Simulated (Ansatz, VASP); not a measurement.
# Cross-check of Ta (generalised stacking fault on (110) of Ta) between VASP and Ansatz, part 2 of 2

One calculation is typed for both programs; each brings its own data sets. How far apart do they land? The cell is taken from a series of runs on this material, whose earlier steps may have relaxed, scaled, displaced or heated it; both programs get it as it stands.

VASP 6.6.1 and Ansatz 0.2.0.

So far. Step 3 (VASP: single point, PBEsol, pair 1): The run ends at a pressure of -5.60 GPa, with forces up to 0.37 eV/Å.

## Step 5: VASP: single point, PBEsol, pair 2

Level of this step: PBEsol; plane waves and PAW (Ta_pv) (VASP).

With cell and atoms fixed, the geometry can't cause a difference; cores, projectors, grids and the points listed under the comparison can.

INCAR reads:

```
SYSTEM = Ta
PREC = Accurate
ENCUT = 400
EDIFF = 1E-06
NELM = 120
ISMEAR = -1
SIGMA = 0.1
LREAL = .FALSE.
ALGO = Normal
GGA = PS
NBANDS = 81
LASPH = .TRUE.
LORBIT = 11
LWAVE = .FALSE.
LCHARG = .FALSE.
ISIF = 2
GGA_COMPAT = .FALSE.
KPAR = 2
```

POSCAR reads:

```
Ta
1.0
    2.8752000000      0.0000000000      0.0000000000
   -0.9584000000      2.7107700000      0.0000000000
    2.1564000000      0.0000000000     28.1711300000
Ta
12
Direct
    0.8657300000      0.0000000000      0.1790300000
    0.3036300000      0.5000000000      0.2618200000
    0.7415100000      0.0000000000      0.3446400000
    0.1790500000      0.5000000000      0.4279300000
    0.6166800000      0.0000000000      0.5110900000
    0.0543300000      0.5000000000      0.5942300000
    0.4919300000      0.0000000000      0.6774100000
    0.9295800000      0.5000000000      0.7605500000
    0.3672100000      0.0000000000      0.8437100000
    0.8047500000      0.5000000000      0.9270000000
    0.2426300000      0.0000000000      0.0098200000
    0.6805300000      0.5000000000      0.0926100000
```

KPOINTS reads:

```
Automatic mesh
0
Gamma
10 10 1
0 0 0
```

Potentials, in the order of the species: Ta_pv (PBE family, release 64).

On the command line:

```sh
mpirun -np 2 vasp_std
```

Numbers of over 12 decimals in the logs are rounded to 6 here.

Log:

```text
[banner, memory and clock lines left out]
running    2 mpi-ranks, on    1 nodes
[...]
[... a notice as in an earlier step ...]

 LDA part: xc-table for (Slater+PW92), standard interpolation
 POSCAR, INCAR and KPOINTS ok, starting setup
[...]
entering main loop
       N       E                     dE             d eps       ncg     rms          rms(c)
DAV:   1     0.127759860852E+04    0.12776E+04   -0.62663E+04  8440   0.142E+03
DAV:   2    -0.870184593983E+02   -0.13646E+04   -0.13260E+04  9017   0.467E+02
DAV:   3    -0.154712798516E+03   -0.67694E+02   -0.63833E+02 10532   0.904E+01
DAV:   4    -0.156782820967E+03   -0.20700E+01   -0.20271E+01  9968   0.139E+01
[...]
DAV:  26    -0.150494264545E+03    0.75632E-05   -0.85565E-05 10440   0.466E-02    0.129E-02
DAV:  27    -0.150494262560E+03    0.19849E-05   -0.98341E-06  7832   0.104E-02    0.545E-03
DAV:  28    -0.150494262204E+03    0.35571E-06   -0.12830E-06  5664   0.445E-03
   1 F= -.15049426E+03 E0= -.15024240E+03  d E =-.503727E+00
```

From OUTCAR (step 5):

```text
  Total       -8.2067115     -7.6171780     -7.8191808     -0.6071851      0.0230568      0.6781777
  in kB      -59.8845443    -55.5827060    -57.0567249     -4.4306423      0.1682457      4.9486771
  external PRESSURE =     -57.5079917 kB  Pullay stress =       0.0000000 kB

 POSITION                                       TOTAL-FORCE (eV/Angst)
 -----------------------------------------------------------------------------------
      2.87521      0.00000      5.04348         0.417821      0.238977      0.027338
      0.95839      1.35539      7.37577        -0.075285     -0.111151      0.003041
      2.87517      0.00000      9.70890         0.003731      0.032284     -0.005911
      0.95839      1.35539     12.05527         0.010166     -0.009865      0.003460
      2.87519      0.00000     14.39798        -0.004697     -0.000666     -0.000985
      0.95841      1.35539     16.74013         0.006612      0.003910      0.000422
      2.87516      0.00000     19.08341        -0.006612     -0.003910     -0.000422
      3.83358      1.35539     21.42555         0.004697      0.000666      0.000985
      2.87518      0.00000     23.76826        -0.010166      0.009865     -0.003460
      3.83360      1.35539     26.11464        -0.003731     -0.032284      0.005911
      0.71879      0.00000      0.27664         0.075285      0.111151     -0.003041
      1.67716      1.35539      2.60893        -0.417821     -0.238977     -0.027338
 -----------------------------------------------------------------------------------
    total drift:                                0.000004     -0.000001      0.000027

  FREE ENERGIE OF THE ION-ELECTRON SYSTEM (eV)
  ---------------------------------------------------
  free  energy   TOTEN  =      -150.4942622041 eV

  energy  without entropy=     -149.9905350800  energy(sigma->0) =     -150.24239864

[... 1 part as in an earlier step ...]

[... 2 further parts left out ...]
[key lines of the parts left out:]
E-fermi :   5.2198
```

The run ends at a pressure of -5.75 GPa, with forces up to 0.48 eV/Å.

## Step 6: Ansatz: single point, PBEsol, pair 2

The same cell, functional, mesh and smearing now go to Ansatz, which takes its cutoff from its data sets.

The cell is taken from a series of runs on this material, whose earlier steps may have relaxed, scaled, displaced or heated it; both programs get it as it stands.

input.yaml reads:

```yaml
crystal:
  lattice:
    - [2.8752, 0.0, 0.0]
    - [-0.9584, 2.71077, 0.0]
    - [2.1564, 0.0, 28.17113]
  atoms:
    - { symbol: Ta, position: [0.86573, 0.0, 0.17903] }
    - { symbol: Ta, position: [0.30363, 0.5, 0.26182] }
    - { symbol: Ta, position: [0.74151, 0.0, 0.34464] }
    - { symbol: Ta, position: [0.17905, 0.5, 0.42793] }
    - { symbol: Ta, position: [0.61668, 0.0, 0.51109] }
    - { symbol: Ta, position: [0.05433, 0.5, 0.59423] }
    - { symbol: Ta, position: [0.49193, 0.0, 0.67741] }
    - { symbol: Ta, position: [0.92958, 0.5, 0.76055] }
    - { symbol: Ta, position: [0.36721, 0.0, 0.84371] }
    - { symbol: Ta, position: [0.80475, 0.5, 0.927] }
    - { symbol: Ta, position: [0.24263, 0.0, 0.00982] }
    - { symbol: Ta, position: [0.68053, 0.5, 0.09261] }
kpoints:
  mp_grid: { grid: [10, 10, 1] }
hamiltonian:
  xc: pbesol
scf:
  occupations: { method: fermi_dirac, width: 0.1 }
output:
  forces: true
```

On the command line:

```sh
ansatz run input.yaml --threads 6 --pin off --max-ram 102400MiB --backend cuda --events-out ev --progress --plain --runs-dir out
```

Log:

```text
[...]
GPU FFT provider: cuFFT
GPU libraries: cuBLAS 13.8.2, cuFFT 12.4.0, cuSOLVER 12.3.4
Crystal: 12 atoms, lattice volume = 219.566 Å³
Basis set: ecut = 420 eV, 4305 PW (Γ), exchange–correlation on 40×40×384 points (8 copies of the dense FFT grid, shifted against one another)
Bands: 94, of which v1, the nominal top of the filled ones, is band 78 counted from 1 (77 counted from 0)
Symmetry: 2 space group operations
[...]
atom   5  Ta    -0.00483383    -0.00069322    -0.00109828
  atom   6  Ta     0.00671258     0.00394598     0.00028196
  atom   7  Ta    -0.00671258    -0.00394598    -0.00028196
  atom   8  Ta     0.00483383     0.00069322     0.00109828
  atom   9  Ta    -0.01032239     0.00977815    -0.00311629
  atom  10  Ta    -0.00371039    -0.03225309     0.00629264
  atom  11  Ta     0.07521371     0.11150404    -0.00344226
  atom  12  Ta    -0.41917593    -0.23844139    -0.02726605
  max |Σ_I F_I| component: 0.00e0 eV/Å
[key lines of the parts left out:]
SCF converged after 6 iterations
Free energy (F): -117677.861716 eV
Fermi energy:    18.166548 eV
```

## Step 7: Side by side

What differs besides the data sets and the points named for the pairs above, as far as they apply: the data sets hold 156 valence electrons in Ansatz (on its default PAW (the set named soft_2) files) and 132 in VASP. Total energies have different zeros and are not compared.

Forces on 7 of the 12 atoms, those with the largest forces and the largest differences (eV/Å; atoms numbered as in POSCAR):

| atom | Ansatz x, y, z | VASP x, y, z |
| --- | --- | --- |
| Ta1 | 0.419, 0.238, 0.027 | 0.418, 0.239, 0.027 |
| Ta2 | -0.075, -0.112, 0.003 | -0.075, -0.111, 0.003 |
| Ta3 | 0.004, 0.032, -0.006 | 0.004, 0.032, -0.006 |
| Ta9 | -0.010, 0.010, -0.003 | -0.010, 0.010, -0.003 |
| Ta10 | -0.004, -0.032, 0.006 | -0.004, -0.032, 0.006 |
| Ta11 | 0.075, 0.112, -0.003 | 0.075, 0.111, -0.003 |
| Ta12 | -0.419, -0.238, -0.027 | -0.418, -0.239, -0.027 |

The forces differ by 0.4 meV/Å r.m.s., which is 0.3 % of the r.m.s. force of 0.118 eV/Å (both taken over all components).

## Step 8: VASP: single point, PBEsol, pair 3

With cell and atoms fixed, the geometry can't cause a difference; cores, projectors, grids and the points listed under the comparison can.

INCAR is that of step 5.

POSCAR reads:

```
Ta
1.0
    2.8752000000      0.0000000000      0.0000000000
   -0.9584000000      2.7107700000      0.0000000000
    2.3960000000      0.0000000000     28.1711300000
Ta
12
Direct
    0.8514000000      0.0000000000      0.1783400000
    0.2823000000      0.5000000000      0.2612500000
    0.7130500000      0.0000000000      0.3443200000
    0.1436200000      0.5000000000      0.4276700000
    0.5742300000      0.0000000000      0.5109300000
    0.0048550000      0.5000000000      0.5941800000
    0.4354450000      0.0000000000      0.6774600000
    0.8660700000      0.5000000000      0.7607100000
    0.2966800000      0.0000000000      0.8439700000
    0.7272500000      0.5000000000      0.9273200000
    0.1580000000      0.0000000000      0.0103900000
    0.5889000000      0.5000000000      0.0933000000
```

KPOINTS is that of step 5.

On the command line:

```sh
mpirun -np 2 vasp_std
```

Log:

```text
[... set-up lines as in an earlier step ...]
 entering main loop
       N       E                     dE             d eps       ncg     rms          rms(c)
DAV:   1     0.127352620844E+04    0.12735E+04   -0.62403E+04  8440   0.141E+03
DAV:   2    -0.874248860358E+02   -0.13610E+04   -0.13221E+04  9062   0.466E+02
DAV:   3    -0.154850790167E+03   -0.67426E+02   -0.63498E+02 10570   0.902E+01
DAV:   4    -0.156861394791E+03   -0.20106E+01   -0.19693E+01  9936   0.137E+01
[...]
DAV:  27    -0.150582580755E+03    0.20145E-05   -0.32344E-06  6200   0.873E-03    0.727E-03
DAV:  28    -0.150582578940E+03    0.18146E-05   -0.42658E-06  6016   0.877E-03    0.331E-03
DAV:  29    -0.150582578861E+03    0.79210E-07   -0.59748E-07  5400   0.283E-03
   1 F= -.15058258E+03 E0= -.15032750E+03  d E =-.510167E+00
```

From OUTCAR (step 8):

```text
  Total       -8.2946133     -7.7394117     -8.3298167     -0.4260068      0.0258780      0.7029983
  in kB      -60.5259656    -56.4746484    -60.7828454     -3.1085806      0.1888325      5.1297934
  external PRESSURE =     -59.2611532 kB  Pullay stress =       0.0000000 kB

 POSITION                                       TOTAL-FORCE (eV/Angst)
 -----------------------------------------------------------------------------------
      2.87525      0.00000      5.02404         0.438631      0.209877      0.025993
      0.95842      1.35539      7.35971        -0.075556     -0.093052     -0.001352
      2.87515      0.00000      9.69988         0.003834      0.028961     -0.002275
      0.95843      1.35539     12.04795         0.011355     -0.008643     -0.000058
      2.87521      0.00000     14.39348        -0.003963     -0.001667     -0.000204
      0.95841      1.35539     16.73872         0.005330      0.002940     -0.000199
      2.87519      0.00000     19.08481        -0.005330     -0.002940      0.000199
      3.83359      1.35539     21.43006         0.003963      0.001667      0.000204
      2.87517      0.00000     23.77559        -0.011355      0.008643      0.000058
      3.83365      1.35539     26.12365        -0.003834     -0.028961      0.002275
      0.47918      0.00000      0.29270         0.075556      0.093052      0.001352
      1.43755      1.35539      2.62837        -0.438631     -0.209877     -0.025993
 -----------------------------------------------------------------------------------
    total drift:                               -0.000002     -0.000008      0.000113

  FREE ENERGIE OF THE ION-ELECTRON SYSTEM (eV)
  ---------------------------------------------------
  free  energy   TOTEN  =      -150.5825788607 eV

  energy  without entropy=     -150.0724117066  energy(sigma->0) =     -150.32749528

[... 1 part as in an earlier step ...]

[... 2 further parts left out ...]
[key lines of the parts left out:]
E-fermi :   5.2111
```

The run ends at a pressure of -5.93 GPa, with forces up to 0.49 eV/Å.

## Step 9: Ansatz: single point, PBEsol, pair 3

The same cell, functional, mesh and smearing now go to Ansatz, which takes its cutoff from its data sets.

The cell is taken from a series of runs on this material, whose earlier steps may have relaxed, scaled, displaced or heated it; both programs get it as it stands.

input.yaml reads:

```yaml
crystal:
  lattice:
    - [2.8752, 0.0, 0.0]
    - [-0.9584, 2.71077, 0.0]
    - [2.396, 0.0, 28.17113]
  atoms:
    - { symbol: Ta, position: [0.8514, 0.0, 0.17834] }
    - { symbol: Ta, position: [0.2823, 0.5, 0.26125] }
    - { symbol: Ta, position: [0.71305, 0.0, 0.34432] }
    - { symbol: Ta, position: [0.14362, 0.5, 0.42767] }
    - { symbol: Ta, position: [0.57423, 0.0, 0.51093] }
    - { symbol: Ta, position: [0.00486, 0.5, 0.59418] }
    - { symbol: Ta, position: [0.43545, 0.0, 0.67746] }
    - { symbol: Ta, position: [0.86607, 0.5, 0.76071] }
    - { symbol: Ta, position: [0.29668, 0.0, 0.84397] }
    - { symbol: Ta, position: [0.72725, 0.5, 0.92732] }
    - { symbol: Ta, position: [0.158, 0.0, 0.01039] }
    - { symbol: Ta, position: [0.5889, 0.5, 0.0933] }
kpoints:
  mp_grid: { grid: [10, 10, 1] }
hamiltonian:
  xc: pbesol
scf:
  occupations: { method: fermi_dirac, width: 0.1 }
output:
  forces: true
```

On the command line:

```sh
ansatz run input.yaml --threads 6 --pin off --max-ram 102400MiB --backend cuda --events-out ev --progress --plain --runs-dir out
```

Log:

```text
Warning: the atoms were moved onto the symmetric positions of the space group found under crystal.symmetry.tolerance 1.0e-5 (fractional; no operation is sought that the atoms, as they stand in a round, miss by more than twice it, and no atom is moved by as much as it), and the run uses the moved positions. Before a round's move an operation carried an atom to 2.40e-5 Å from where it should land, the largest such dist [...]
[...]
atom   5  Ta    -0.00404760    -0.00165636    -0.00026227
  atom   6  Ta     0.00531409     0.00294198    -0.00020890
  atom   7  Ta    -0.00531409    -0.00294198     0.00020890
  atom   8  Ta     0.00404760     0.00165636     0.00026227
  atom   9  Ta    -0.01137079     0.00858818     0.00006342
  atom  10  Ta    -0.00395026    -0.02895942     0.00217734
  atom  11  Ta     0.07547665     0.09340274     0.00114793
  atom  12  Ta    -0.43923847    -0.20948158    -0.02539039
  max |Σ_I F_I| component: 0.00e0 eV/Å
[key lines of the parts left out:]
SCF converged after 6 iterations
Free energy (F): -117677.950359 eV
Fermi energy:    18.157967 eV
```

## Step 10: Side by side

What differs besides the data sets and the points named for the pairs above, as far as they apply: the data sets hold 156 valence electrons in Ansatz (on its default PAW (the set named soft_2) files) and 132 in VASP. Total energies have different zeros and are not compared.

Forces on 7 of the 12 atoms, those with the largest forces and the largest differences (eV/Å; atoms numbered as in POSCAR):

| atom | Ansatz x, y, z | VASP x, y, z |
| --- | --- | --- |
| Ta1 | 0.439, 0.209, 0.025 | 0.439, 0.210, 0.026 |
| Ta2 | -0.075, -0.093, -0.001 | -0.076, -0.093, -0.001 |
| Ta3 | 0.004, 0.029, -0.002 | 0.004, 0.029, -0.002 |
| Ta9 | -0.011, 0.009, 0.000 | -0.011, 0.009, 0.000 |
| Ta10 | -0.004, -0.029, 0.002 | -0.004, -0.029, 0.002 |
| Ta11 | 0.075, 0.093, 0.001 | 0.076, 0.093, 0.001 |
| Ta12 | -0.439, -0.209, -0.025 | -0.439, -0.210, -0.026 |

The forces differ by 0.2 meV/Å r.m.s., which is 0.2 % of the r.m.s. force of 0.118 eV/Å (both taken over all components).

## Step 11: Outcome

- r.m.s. force difference (single point, PBEsol, pair 1): 0.48 meV/Å
- r.m.s. force difference (single point, PBEsol, pair 2): 0.39 meV/Å
- r.m.s. force difference (single point, PBEsol, pair 3): 0.25 meV/Å

In words: The r.m.s. force difference is 0.48 meV/Å (single point, PBEsol, pair 1), within the 12 meV/Å picked in this series as the mark of a large difference. The data sets hold unlike numbers of valence electrons (156 in Ansatz and 132 in VASP), so part of the differences comes from the potentials. 2 further runs of this series are not shown here. How closely two codes agree says nothing of how well the functional describes the real material.

[Lines on the potential files, build, host, timing and source positions are cut from VASP's logs without a mark.]

[Logs are printed without paths, hosts, clocks, repeated set-up lines and the standing remarks that a program may print on its own settings, such as how far it seeks lower states.]

[Hosts, paths, dates, database ids (printed as entryN), source tags and the programs' standing remarks are cut or masked in the printed files.]
